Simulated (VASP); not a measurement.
## Which magnetic order does linear Mo chain, spacing 3.025 A take?

Wanted: the lowest of several collinear orders of linear Mo chain, spacing 3.025 A.

Method: LDA, DFT+U (Mo d 5 eV), spin-polarised, from parallel moments; plane waves and PAW (Mo_sv), in the first sound run; inputs show where later runs differ, in VASP 6.6.1.

## Step 1: Starting point

The cell holds 2 atoms: 2 Mo. Its edges and angles: a = 12.000 Å, b = 12.000 Å, c = 6.050 Å, α = 90.0°, β = 90.0°, γ = 90.0°. It derives from Mo (linear Mo chain, spacing 3.025 A), repeated 1×1×2. model lattice. Vacuum lies along a and b. The structure's axis is c.

Coordinates:

```
Mo
1.0
    12.00000    0.00000    0.00000
     0.00000   12.00000    0.00000
     0.00000    0.00000    6.05000
Mo
2
Direct
  0.50000 0.50000 0.00000
  0.50000 0.50000 0.50000
```

## Step 2: Magnetic order, start order fm, signs ++

Each run starts from other signs of the moments at the same geometry and cutoff; gentle mixing helps it keep them. Any wave vector in a name is a fraction of the reciprocal vectors of the first cell as typed.

File INCAR:

```
SYSTEM = Mo
PREC = Normal
ENCUT = 350
EDIFF = 1E-06
NELM = 150
ISMEAR = 0
SIGMA = 0.05
LREAL = .FALSE.
ALGO = Normal
GGA = CA
NBANDS = 21
ISPIN = 2
MAGMOM = 1 1
LDAU = .TRUE.
LDAUTYPE = 2
LDAUL = 2
LDAUU = 5
LDAUJ = 0
LDAUPRINT = 1
LASPH = .TRUE.
LMAXMIX = 4
LORBIT = 11
LWAVE = .FALSE.
LCHARG = .TRUE.
NCORE = 2
AMIX = 0.2
BMIX = 1E-04
AMIX_MAG = 0.8
BMIX_MAG = 1E-04
```

File POSCAR:

```
Mo
1.0
   12.0000000000      0.0000000000      0.0000000000
    0.0000000000     12.0000000000      0.0000000000
    0.0000000000      0.0000000000      6.0500000000
Mo
2
Direct
    0.5000000000      0.5000000000      0.0000000000
    0.5000000000      0.5000000000      0.5000000000
```

File KPOINTS:

```
Automatic mesh
0
Gamma
1 1 7
0 0 0
```

PAW data sets: Mo_sv (LDA family, release 64).

The run is started by

```console
> mpirun -np 2 vasp_std
```

The log of the run:

```text
[banner, memory and clock lines left out]
running    2 mpi-ranks, on    1 nodes
 distrk:  each k-point on    2 cores,    1 groups
 distr:  one band on    2 cores,    1 groups

 POSCAR found type information on POSCAR Mo
 POSCAR found :  1 types and       2 ions
 LDA part: xc-table for (Slater(with rela. corr.)+CA(PZ))
 , standard interpolation
 POSCAR, INCAR and KPOINTS ok, starting setup
 FFT: planning ... GRIDC
 FFT: planning ... GRID_SOFT
 FFT: planning ... GRID
 WAVECAR not read
 entering main loop
       N       E                     dE             d eps       ncg     rms          rms(c)
DAV:   1     0.149398571463E+03    0.14940E+03   -0.11641E+04   512   0.623E+02
DAV:   2     0.163909778214E+02   -0.13301E+03   -0.13111E+03   482   0.172E+02
DAV:   3     0.302903929356E+01   -0.13362E+02   -0.11748E+02   467   0.398E+01
DAV:   4     0.206190319198E+01   -0.96714E+00   -0.83711E+00   427   0.823E+00
DAV:   5     0.200998127043E+01   -0.51922E-01   -0.45767E-01   412   0.173E+00    0.651E+00
DAV:   6     0.349537915786E-01   -0.19750E+01   -0.44694E+00   421   0.721E+00    0.808E+00
DAV:   7    -0.136478410379E+01   -0.13997E+01   -0.37071E-01   434   0.229E+00    0.772E+00
DAV:   8    -0.295011772223E+01   -0.15853E+01   -0.58815E-01   411   0.243E+00    0.882E+00
DAV:   9    -0.278242633630E+01    0.16769E+00   -0.13700E-02   390   0.581E-01    0.853E+00
DAV:  10    -0.253988285295E+01    0.24254E+00   -0.72796E-02   376   0.114E+00    0.790E+00
DAV:  11    -0.199013260273E+01    0.54975E+00   -0.10102E-01   385   0.174E+00    0.795E+00
DAV:  12    -0.121747683134E+01    0.77266E+00   -0.65744E+00   400   0.943E+00    0.514E+00
DAV:  13    -0.164011515045E+01   -0.42264E+00   -0.17776E+00   386   0.625E+00    0.356E+00
DAV:  14    -0.157178528482E+01    0.68330E-01   -0.17377E+00   411   0.338E+00    0.192E+00
DAV:  15    -0.159406104746E+01   -0.22276E-01   -0.44541E-02   411   0.103E+00    0.213E+00
DAV:  16    -0.157878509599E+01    0.15276E-01   -0.47056E-02   382   0.151E+00    0.158E+00
DAV:  17    -0.154656617767E+01    0.32219E-01   -0.53906E-02   403   0.969E-01    0.171E+00
DAV:  18    -0.129000450126E+01    0.25656E+00   -0.14453E-01   383   0.153E+00    0.308E+00
DAV:  19    -0.133022839126E+01   -0.40224E-01   -0.28950E-03   385   0.319E-01    0.297E+00
DAV:  20    -0.157789443555E+01   -0.24767E+00   -0.26223E-01   388   0.208E+00    0.138E+00
DAV:  21    -0.150199905118E+01    0.75895E-01   -0.21992E-01   403   0.166E+00    0.845E-01
DAV:  22    -0.151713087010E+01   -0.15132E-01   -0.27275E-02   401   0.593E-01    0.682E-01
DAV:  23    -0.151710195679E+01    0.28913E-04   -0.40966E-04   385   0.779E-02    0.667E-01
DAV:  24    -0.151888836490E+01   -0.17864E-02   -0.19087E-02   399   0.666E-01    0.411E-01
DAV:  25    -0.155757859674E+01   -0.38690E-01   -0.93957E-02   408   0.130E+00    0.651E-01
DAV:  26    -0.155258410337E+01    0.49945E-02   -0.98363E-03   416   0.427E-01    0.561E-01
DAV:  27    -0.155702054024E+01   -0.44364E-02   -0.34373E-03   400   0.244E-01    0.440E-01
DAV:  28    -0.155157143884E+01    0.54491E-02   -0.26237E-03   411   0.216E-01    0.548E-01
DAV:  29    -0.153177718749E+01    0.19794E-01   -0.21450E-02   413   0.651E-01    0.775E-01
DAV:  30    -0.154688726990E+01   -0.15110E-01   -0.60617E-03   426   0.349E-01    0.485E-01
DAV:  31    -0.154870592170E+01   -0.18187E-02   -0.91572E-04   437   0.169E-01    0.443E-01
DAV:  32    -0.155226613252E+01   -0.35602E-02   -0.78121E-04   411   0.106E-01    0.328E-01
DAV:  33    -0.155531986863E+01   -0.30537E-02   -0.97151E-04   390   0.148E-01    0.180E-01
DAV:  34    -0.155566757326E+01   -0.34770E-03   -0.70397E-04   390   0.994E-02    0.113E-01
DAV:  35    -0.155558028835E+01    0.87285E-04   -0.37309E-04   408   0.109E-01    0.797E-02
DAV:  36    -0.155548422317E+01    0.96065E-04   -0.25877E-04   431   0.927E-02    0.617E-02
DAV:  37    -0.155555592998E+01   -0.71707E-04   -0.58300E-05   424   0.353E-02    0.314E-02
DAV:  38    -0.155554956336E+01    0.63666E-05   -0.17701E-05   434   0.240E-02    0.297E-02
DAV:  39    -0.155558046999E+01   -0.30907E-04   -0.14317E-05   310   0.158E-02    0.843E-03
DAV:  40    -0.155558184052E+01   -0.13705E-05   -0.61320E-07   221   0.449E-03    0.595E-03
DAV:  41    -0.155558302084E+01   -0.11803E-05   -0.65713E-07   248   0.340E-03    0.303E-03
DAV:  42    -0.155558326513E+01   -0.24429E-06   -0.20642E-07   193   0.248E-03
   1 F= -.15555833E+01 E0= -.15515533E+01  d E =-.805985E-02  mag=     2.5711
```

Elapsed: 62 s, on 2 MPI ranks of AMD EPYC 7R43, shared host; peak memory 0.38 GiB.

Lines that name or quote the potential files are left out of all logs, and their timing lines are given in words.

From OUTCAR (step 2):

```text
ion  position               nearest neighbor table
   1  0.500  0.500  0.000-   2 3.02   2 3.02
   2  0.500  0.500  0.500-   1 3.02   1 3.02

  LATTYP: Found a simple tetragonal cell.
 ALAT       =    12.0000000000
 C/A-ratio  =     0.5041666667

 Subroutine GETGRP returns: Found 16 space group operations
 (whereof 16 operations were pure point group operations)

The static configuration has the point symmetry D_4h.

 Found      4 irreducible k-points:

   k-points           NKPTS =      4   k-points in BZ     NKDIM =      4   number of bands    NBANDS=     21

   dimension x,y,z NGX =    56 NGY =   56 NGZ =   28
   dimension x,y,z NGXF=   112 NGYF=  112 NGZF=   56

   ENCUT  =  350.0 eV  25.72 Ry    5.07 a.u.  18.31 18.31  9.23*2*pi/ulx,y,z

   NELECT =      28.0000    total number of electrons

 k-points in reciprocal lattice and weights: Automatic mesh
   0.00000000  0.00000000  0.00000000       0.143
   0.00000000  0.00000000  0.14285714       0.286
   0.00000000  0.00000000  0.28571429       0.286
   0.00000000  0.00000000  0.42857143       0.286

atom =   1  type =  1  l = 2

 onsite density matrix

spin component  1

  0.8564  0.0000  0.0000 -0.0000 -0.0000
  0.0000  0.0001 -0.0000  0.0000  0.0000
  0.0000 -0.0000  0.7983  0.0000  0.0000
 -0.0000  0.0000  0.0000  0.0001 -0.0000
 -0.0000  0.0000  0.0000 -0.0000  0.8564

spin component  2

  0.0000  0.0000  0.0000 -0.0000 -0.0000
  0.0000  0.6631  0.0000 -0.0000 -0.0000
  0.0000  0.0000  0.0533  0.0000 -0.0000
 -0.0000 -0.0000  0.0000  0.6631  0.0000
 -0.0000 -0.0000 -0.0000  0.0000  0.0000

 occupancies and eigenvectors

  o =  0.0000  v =  0.0000  0.0000  0.0000  0.0000  0.0000  0.0000 -0.0000  0.0000  0.0000  1.0000      0.0000  0.0000  0.0000  0.0000  0.0000  0.0000  0.0000  0.0000  0.0000  0.0000
  o =  0.0000  v =  0.0000  0.0000  0.0000  0.0000  0.0000  1.0000  0.0000  0.0000  0.0000  0.0000      0.0000  0.0000  0.0000  0.0000  0.0000  0.0000  0.0000  0.0000  0.0000  0.0000
  o =  0.0001  v =  0.0000 -0.1470 -0.0000 -0.9891  0.0000  0.0000  0.0000  0.0000  0.0000  0.0000      0.0000  0.0000  0.0000  0.0000  0.0000  0.0000  0.0000  0.0000  0.0000  0.0000
  o =  0.0001  v =  0.0000  0.9891  0.0000 -0.1470 -0.0000  0.0000  0.0000  0.0000  0.0000  0.0000      0.0000  0.0000  0.0000  0.0000  0.0000  0.0000  0.0000  0.0000  0.0000  0.0000
  o =  0.0533  v =  0.0000  0.0000  0.0000  0.0000  0.0000  0.0000 -0.0000 -1.0000 -0.0000  0.0000      0.0000  0.0000  0.0000  0.0000  0.0000  0.0000  0.0000  0.0000  0.0000  0.0000
  o =  0.6631  v =  0.0000  0.0000  0.0000  0.0000  0.0000  0.0000 -0.8874  0.0000  0.4610 -0.0000      0.0000  0.0000  0.0000  0.0000  0.0000  0.0000  0.0000  0.0000  0.0000  0.0000
  o =  0.6631  v =  0.0000  0.0000  0.0000  0.0000  0.0000  0.0000  0.4610 -0.0000  0.8874  0.0000      0.0000  0.0000  0.0000  0.0000  0.0000  0.0000  0.0000  0.0000  0.0000  0.0000
  o =  0.7983  v =  0.0000 -0.0000 -1.0000  0.0000  0.0000  0.0000  0.0000  0.0000  0.0000  0.0000      0.0000  0.0000  0.0000  0.0000  0.0000  0.0000  0.0000  0.0000  0.0000  0.0000
  o =  0.8564  v =  1.0000  0.0000  0.0000  0.0000  0.0000  0.0000  0.0000  0.0000  0.0000  0.0000      0.0000  0.0000  0.0000  0.0000  0.0000  0.0000  0.0000  0.0000  0.0000  0.0000
  o =  0.8564  v =  0.0000 -0.0000 -0.0000  0.0000 -1.0000  0.0000  0.0000  0.0000  0.0000  0.0000      0.0000  0.0000  0.0000  0.0000  0.0000  0.0000  0.0000  0.0000  0.0000  0.0000

atom =   2  type =  1  l = 2

 onsite density matrix

spin component  1

  0.8564  0.0000  0.0000 -0.0000 -0.0000
  0.0000  0.0001 -0.0000  0.0000  0.0000
  0.0000 -0.0000  0.7983  0.0000 -0.0000
 -0.0000  0.0000  0.0000  0.0001  0.0000
 -0.0000  0.0000 -0.0000  0.0000  0.8564

spin component  2

  0.0000  0.0000  0.0000 -0.0000 -0.0000
  0.0000  0.6631  0.0000 -0.0000  0.0000
  0.0000  0.0000  0.0533  0.0000  0.0000
 -0.0000 -0.0000  0.0000  0.6631 -0.0000
 -0.0000  0.0000  0.0000 -0.0000  0.0000

 occupancies and eigenvectors

  o =  0.0000  v =  0.0000  0.0000  0.0000  0.0000  0.0000  0.0000 -0.0000 -0.0000  0.0000  1.0000      0.0000  0.0000  0.0000  0.0000  0.0000  0.0000  0.0000  0.0000  0.0000  0.0000
  o =  0.0000  v =  0.0000  0.0000  0.0000  0.0000  0.0000  1.0000  0.0000  0.0000  0.0000  0.0000      0.0000  0.0000  0.0000  0.0000  0.0000  0.0000  0.0000  0.0000  0.0000  0.0000
  o =  0.0001  v =  0.0000  0.9901 -0.0000  0.1404  0.0000  0.0000  0.0000  0.0000  0.0000  0.0000      0.0000  0.0000  0.0000  0.0000  0.0000  0.0000  0.0000  0.0000  0.0000  0.0000
  o =  0.0001  v =  0.0000 -0.1404  0.0000  0.9901  0.0000  0.0000  0.0000  0.0000  0.0000  0.0000      0.0000  0.0000  0.0000  0.0000  0.0000  0.0000  0.0000  0.0000  0.0000  0.0000
  o =  0.0533  v =  0.0000  0.0000  0.0000  0.0000  0.0000  0.0000  0.0000 -1.0000 -0.0000 -0.0000      0.0000  0.0000  0.0000  0.0000  0.0000  0.0000  0.0000  0.0000  0.0000  0.0000
  o =  0.6631  v =  0.0000  0.0000  0.0000  0.0000  0.0000  0.0000  0.0344 -0.0000  0.9994  0.0000      0.0000  0.0000  0.0000  0.0000  0.0000  0.0000  0.0000  0.0000  0.0000  0.0000
  o =  0.6631  v =  0.0000  0.0000  0.0000  0.0000  0.0000  0.0000 -0.9994 -0.0000  0.0344 -0.0000      0.0000  0.0000  0.0000  0.0000  0.0000  0.0000  0.0000  0.0000  0.0000  0.0000
  o =  0.7983  v =  0.0000 -0.0000 -1.0000 -0.0000 -0.0000  0.0000  0.0000  0.0000  0.0000  0.0000      0.0000  0.0000  0.0000  0.0000  0.0000  0.0000  0.0000  0.0000  0.0000  0.0000
  o =  0.8564  v =  1.0000  0.0000  0.0000  0.0000  0.0000  0.0000  0.0000  0.0000  0.0000  0.0000      0.0000  0.0000  0.0000  0.0000  0.0000  0.0000  0.0000  0.0000  0.0000  0.0000
  o =  0.8564  v =  0.0000  0.0000  0.0000 -0.0000 -1.0000  0.0000  0.0000  0.0000  0.0000  0.0000      0.0000  0.0000  0.0000  0.0000  0.0000  0.0000  0.0000  0.0000  0.0000  0.0000

 average (electrostatic) potential at core
       1 -84.8292       2 -84.8292

 E-fermi :  -3.2005

 spin component 1
 k-point     1 :       0.0000    0.0000    0.0000
  band No.  band energies     occupation
    ...
     11      -5.6068      1.00000
     12      -5.1975      1.00000
     13      -5.1973      1.00000
     14      -4.9941      1.00000
     15      -4.2954      1.00000
     16      -2.7815      0.00000
     17      -2.7815      0.00000
     18      -1.6896      0.00000
     19      -1.6896      0.00000
     20      -0.8553      0.00000
    ...

 k-point     2 :       0.0000    0.0000    0.1429
  band No.  band energies     occupation
    ...
     11      -5.5875      1.00000
     12      -5.2189      1.00000
     13      -5.2186      1.00000
     14      -4.9381      1.00000
     15      -4.3812      1.00000
     16      -2.7225      0.00000
     17      -2.7225      0.00000
     18      -1.7145      0.00000
     19      -1.7145      0.00000
     20      -1.6618      0.00000
    ...

 k-point     3 :       0.0000    0.0000    0.2857
  band No.  band energies     occupation
    ...
     11      -5.5330      1.00000
     12      -5.2781      1.00000
     13      -5.2780      1.00000
     14      -4.7659      1.00000
     15      -4.6428      1.00000
     16      -2.8810      0.00000
     17      -2.5543      0.00000
     18      -2.5543      0.00000
     19      -1.8197      0.00000
     20      -1.8197      0.00000
    ...

 k-point     4 :       0.0000    0.0000    0.4286
  band No.  band energies     occupation
    ...
     12      -5.3620      1.00000
     13      -5.3618      1.00000
     14      -5.1300      1.00000
     15      -4.4500      1.00000
     16      -3.8700      1.00000
     17      -2.3060      0.00000
     18      -2.3060      0.00000
     19      -2.0341      0.00000
     20      -2.0341      0.00000
     21       0.3070      0.00000
    ...

 spin component 2
 k-point     1 :       0.0000    0.0000    0.0000
  band No.  band energies     occupation
    ...
      7     -37.4309      1.00000
      8     -37.4309      1.00000
      9      -5.7584      1.00000
     10      -5.3432      1.00000
     11      -5.3432      1.00000
     12      -2.9631      0.00000
     13      -2.9631      0.00000
     14      -2.3589      0.00000
     15      -1.4574      0.00000
     16      -1.4574      0.00000
    ...

 k-point     2 :       0.0000    0.0000    0.1429
  band No.  band energies     occupation
    ...
      7     -37.4329      1.00000
      8     -37.4329      1.00000
      9      -5.6202      1.00000
     10      -5.2656      1.00000
     11      -5.2656      1.00000
     12      -3.2005      0.50000
     13      -3.2005      0.50000
     14      -2.2799      0.00000
     15      -1.8934      0.00000
     16      -1.2386      0.00000
    ...

  Total       -0.3198857     -0.3198857     -2.5478691      0.0000000      0.0000000      0.0000000
  in kB       -0.5882846     -0.5882846     -4.6856498      0.0000000      0.0000000      0.0000000
  external PRESSURE =      -1.9540730 kB  Pullay stress =       0.0000000 kB

  energy-cutoff  :      350.00
  volume of cell :      871.20
      direct lattice vectors                 reciprocal lattice vectors
    12.000000000  0.000000000  0.000000000     0.083333333  0.000000000  0.000000000
     0.000000000 12.000000000  0.000000000     0.000000000  0.083333333  0.000000000
     0.000000000  0.000000000  6.050000000     0.000000000  0.000000000  0.165289256

 POSITION                                       TOTAL-FORCE (eV/Angst)
 -----------------------------------------------------------------------------------
      6.00000      6.00000      0.00000         0.000000      0.000000      0.000000
      6.00000      6.00000      3.02500         0.000000      0.000000     -0.000000
 -----------------------------------------------------------------------------------
    total drift:                                0.000000      0.000000      0.000000

  FREE ENERGIE OF THE ION-ELECTRON SYSTEM (eV)
  ---------------------------------------------------
  free  energy   TOTEN  =        -1.5555832651 eV

  energy  without entropy=       -1.5475234139  energy(sigma->0) =       -1.55155334

 total charge
# of ion       s       p       d       tot
------------------------------------------
    1        2.356   5.977   3.857  12.190
    2        2.356   5.977   3.857  12.190
--------------------------------------------------
tot          4.712  11.954   7.715  24.380

 magnetization (x)
# of ion       s       p       d       tot
------------------------------------------
    1        0.040  -0.004   1.123   1.160
    2        0.040  -0.004   1.123   1.160
--------------------------------------------------
tot          0.081  -0.007   2.246   2.320

[... 2 further parts left out ...]
```

A U on the itinerant d states of such a compound is hard to justify; it moves the bands at the Fermi level and favours large moments.

This step gave:

* electronic cycles: 42
* electrons: 28
* free energy (TOTEN): -1.556 eV
* energy at zero smearing: -1.552 eV
* Fermi energy: -3.200 eV
* moment of the cell, from the last line of the log: 2.571 μB
* labelled metallic, from the levels on this mesh: yes

Spin moment in the PAW sphere by atom:

```csv
atom,spin moment in the PAW sphere (μB)
Mo1,1.16
Mo2,1.16
```

Spin density in the ca plane at fractional y = 0.500, with atoms of Mo within 0.2 Å of it.

Values in e/Å³, 13 rows by 16 columns, each cell a mean:
```
 0.00  0.00  0.00  0.00  0.00  0.00  0.00  0.00  0.00  0.00  0.00  0.00  0.00  0.00  0.00  0.00
 0.00  0.00  0.00  0.00  0.00  0.00  0.00  0.00  0.00  0.00  0.00  0.00  0.00  0.00  0.00  0.00
 0.00  0.00  0.00  0.00  0.00  0.00  0.00  0.00  0.00  0.00  0.00  0.00  0.00  0.00  0.00  0.00
 0.00  0.00  0.00  0.00  0.00  0.00  0.00  0.00  0.00  0.00  0.00  0.00  0.00  0.00  0.00  0.00
 0.04  0.02  0.00 -0.01 -0.01  0.00  0.01  0.03  0.04  0.02  0.00 -0.01 -0.01  0.00  0.01  0.03
 0.48 -0.05 -0.06 -0.02 -0.02 -0.04 -0.08  0.19  0.44 -0.03 -0.06 -0.02 -0.02 -0.03 -0.08  0.17
 0.54  0.15  0.23  0.07  0.04  0.14  0.25  0.25  0.50  0.16  0.24  0.07  0.04  0.13  0.27  0.20
 0.37  0.01 -0.05 -0.03 -0.03 -0.04 -0.04  0.18  0.34  0.03 -0.05 -0.03 -0.03 -0.04 -0.05  0.17
 0.02  0.01  0.00  0.00  0.00  0.00  0.01  0.02  0.02  0.01  0.00  0.00  0.00  0.00  0.01  0.02
 0.00  0.00  0.00  0.00  0.00  0.00  0.00  0.00  0.00  0.00  0.00  0.00  0.00  0.00  0.00  0.00
 0.00  0.00  0.00  0.00  0.00  0.00  0.00  0.00  0.00  0.00  0.00  0.00  0.00  0.00  0.00  0.00
 0.00  0.00  0.00  0.00  0.00  0.00  0.00  0.00  0.00  0.00  0.00  0.00  0.00  0.00  0.00  0.00
 0.00  0.00  0.00  0.00  0.00  0.00  0.00  0.00  0.00  0.00  0.00  0.00  0.00  0.00  0.00  0.00
```
Columns run along c (6.0 Å), rows up along a (12.0 Å). Atoms in or near the plane, at fractional coordinates: Mo at (0.00, 0.50), Mo at (0.50, 0.50).

Valence density in the ca plane at fractional y = 0.500, with atoms of Mo within 0.2 Å of it. It is the smooth field of the valence electrons, not physical close to the nuclei.

Ten steps, logarithmic in the rise over the least value, from '0' (0.0 e/Å³) to '9' (7.3 e/Å³), each cell a mean:
```
00000000000000000
00000000000000000
00000000000000000
00000000000000000
00000000000000000
00000000000000000
00000000000000000
00000000000000000
11000001111000011
33211123332111123
87532347876322367
99643369998533589
98632368997433479
65322235664322346
22111112221111112
00000000000000000
00000000000000000
00000000000000000
00000000000000000
00000000000000000
00000000000000000
00000000000000000
00000000000000000
00000000000000000
```
Columns run along c (6.0 Å), rows up along a (12.0 Å). Atoms in or near the plane, at fractional coordinates: Mo at (0.00, 0.50), Mo at (0.50, 0.50).

The largest moment at the end is 1.16 μB, and the moments of the cell sum to 2.57 μB.

(Part 1 of 3 ends here.)

[Lines on the potential files, build, host, timing and source positions are cut from VASP's logs without a mark.]

[Logs are printed without paths, hosts, clocks, repeated set-up lines and the standing remarks that a program may print on its own settings, such as how far it seeks lower states.]

[Hosts, paths, dates, database ids (printed as entryN), source tags and the programs' standing remarks are cut or masked in the printed files.]

[In band tables of VASP the shares of atoms and orbitals are scaled to a sum of 1 inside the atoms' spheres.]

[Runs that stopped without an error message from VASP are left out.]
